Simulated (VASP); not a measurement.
Computed with HSE06 screened hybrid, VASP's PBE PAW potentials (set 64) (plane waves; VASP 6.6.1).

VASP input:

### KPOINTS
```
kpoints
0
Gamma
  1 1 1
0 0 0
```

File POSCAR:
```
Ga32As31C
1
   11.5222104212     0.0000000000     0.0000000000
    0.0000000000    11.5222104212     0.0000000000
    0.0000000000     0.0000000000    11.5222104212
Ga As C
32 31 1
Direct
  0.5012075337   0.0027183135   0.0025348172
  0.7499694674   0.2498954180   0.0024121256
  0.7499737073   0.0023743644   0.2497612271
  0.9999091263   0.0001352289   0.0000809539
  0.2524661225   0.2512173873   0.0024867308
  0.4998528178   0.5000486533   0.0022381451
  0.7488677644   0.7471443573   0.0025282684
  0.2523324982   0.0024235842   0.2509974496
  0.5199993599   0.2704836909   0.2705613438
  0.7285705163   0.4788720016   0.2706138879
  0.4997361948   0.0021731908   0.4999777624
  0.7285682523   0.2701190737   0.4791903518
  0.7488767687   0.0023068161   0.7474724683
  0.9970699209   0.4988430877   0.0025464647
  0.2500946084   0.7499620081   0.0000643146
  0.9973993488   0.2500208952   0.2499239828
  0.2521243399   0.5001301142   0.2497472078
  0.4999161009   0.7476663329   0.2498031707
  0.9971540274   0.0026870434   0.4988003465
  0.2521637095   0.2498921941   0.5000382937
  0.5198726495   0.4792855642   0.4791736874
  0.7499384340   0.7472937172   0.4999219796
  0.2501039679   0.0001922352   0.7498801583
  0.4998861987   0.2500494843   0.7475517622
  0.7498917708   0.4998637694   0.7472647516
  0.9970682920   0.7471658129   0.2511569327
  0.9972217199   0.4998432155   0.4998668354
  0.2522114353   0.7474718870   0.4988062139
  0.9971556311   0.2511448963   0.7472102485
  0.2522185795   0.4989899679   0.7475343316
  0.5011887075   0.7472994786   0.7471963662
  0.9998533095   0.7498647264   0.7498189444
  0.6232871497   0.1308918772   0.1308725993
  0.8689417990   0.3766024408   0.1308939118
  0.8690051367   0.1308355112   0.3765262750
  0.1251683661   0.1255476028   0.1254736267
  0.3805932156   0.3735035042   0.1306493086
  0.6264699376   0.6191237515   0.1307905049
  0.8745066906   0.8747067598   0.1253779366
  0.3804787405   0.1305456696   0.3733835922
  0.8687837322   0.6188256782   0.3731943998
  0.6263725276   0.1304158425   0.6194185253
  0.8688068465   0.3729260081   0.6188645938
  0.8745143038   0.1254197224   0.8747735122
  0.1245862617   0.6245838494   0.1253507453
  0.3754814459   0.8753247192   0.1254042970
  0.1249274900   0.3750114700   0.3749765784
  0.3804577383   0.6194564548   0.3764257711
  0.6250081147   0.8749717818   0.3749742508
  0.1246497199   0.1254170870   0.6245770087
  0.3804512375   0.3766467721   0.6193951457
  0.6231628750   0.6189939750   0.6189790113
  0.8744845991   0.8751313184   0.6244650250
  0.3754412303   0.1255310103   0.8752612539
  0.6250100616   0.3749946954   0.8750149423
  0.8744289827   0.6244242141   0.8750442098
  0.1247465094   0.8750035087   0.3749909220
  0.1249844704   0.6244549620   0.6244466222
  0.3753153150   0.8746836990   0.6245729864
  0.1247733727   0.3749825221   0.8750320738
  0.3754117749   0.6246035007   0.8747141397
  0.6249704577   0.8748870296   0.8750666500
  0.1250134340   0.8750366898   0.8749836071
  0.6244345820   0.3747398618   0.3749644487
```

### INCAR
```
SYSTEM = Ga32As31C
PREC = Normal
ENCUT = 400
EDIFF = 1E-5
NELM = 50
ALGO = Normal
LREAL = Auto
LASPH = .TRUE.
ISMEAR = 0
SIGMA = 0.05
GGA = PE
LMAXMIX = 4
LWAVE = .FALSE.
LCHARG = .FALSE.
NELMIN = 4
ISYM = 0
NELECT = 256.0
HFSCREEN = 0.2
AEXX = 0.25
LHFCALC = .TRUE.
PRECFOCK = Fast
ISIF = 0
```

POTCAR, in this order: Ga As C (PBE.64 set). Program: vasp_gam. Read from the step before: WAVECAR.

The resulting files:

OSZICAR:
```
       N       E                     dE             d eps       ncg     rms          rms(c)
DAV:   1    -0.311254287841E+03   -0.31125E+03   -0.21964E+01   322   0.125E+01    0.133E+01
DAV:   2    -0.311486660637E+03   -0.23237E+00   -0.68174E-01   355   0.122E+00    0.891E+00
DAV:   3    -0.311417161806E+03    0.69499E-01   -0.55148E-02   363   0.419E-01    0.521E+00
DAV:   4    -0.311392055065E+03    0.25107E-01   -0.21369E-02   372   0.236E-01    0.295E+00
DAV:   5    -0.311384235128E+03    0.78199E-02   -0.64336E-03   372   0.127E-01    0.165E+00
DAV:   6    -0.311381522233E+03    0.27129E-02   -0.13068E-03   356   0.653E-02    0.915E-01
DAV:   7    -0.311380536395E+03    0.98584E-03   -0.38317E-04   348   0.407E-02    0.496E-01
DAV:   8    -0.311380227686E+03    0.30871E-03   -0.22267E-04   340   0.297E-02    0.263E-01
DAV:   9    -0.311380138715E+03    0.88971E-04   -0.47663E-05   283   0.149E-02    0.140E-01
DAV:  10    -0.311380115639E+03    0.23076E-04   -0.18187E-05   203   0.973E-03    0.748E-02
DAV:  11    -0.311380113623E+03    0.20158E-05   -0.10552E-05   203   0.664E-03
   1 F= -.31138011E+03 E0= -.31138011E+03  d E =-.498574E-14
```

OUTCAR:
```
------------------------ aborting loop because EDIFF is reached ----------------------------------------
  volume of cell :     1529.70
      direct lattice vectors                 reciprocal lattice vectors
    11.522210421  0.000000000  0.000000000     0.086788903  0.000000000  0.000000000
     0.000000000 11.522210421  0.000000000     0.000000000  0.086788903  0.000000000
     0.000000000  0.000000000 11.522210421     0.000000000  0.000000000  0.086788903
  FREE ENERGIE OF THE ION-ELECTRON SYSTEM (eV)
  ---------------------------------------------------
  free  energy   TOTEN  =      -311.3801136232 eV

  energy  without entropy=     -311.3801136232  energy(sigma->0) =     -311.38011362

  exchange ACFDT corr.  =         0.00000000  see jH, gK, PRB 81, 115126
```
(Selected blocks of OUTCAR.)

The cell is charged, with a uniform compensating background. The supercell is sampled at Γ alone, which is coarse: total energies, pressure and levels can be off, energies of defects by several tenths of an eV.

The cell is a supercell with a defect, built from GaAs (zinc blende): C_As, charge -1. The cell's shape comes from a PBE relaxation. The run is not spin-polarised, so no state with unpaired spins was tried.
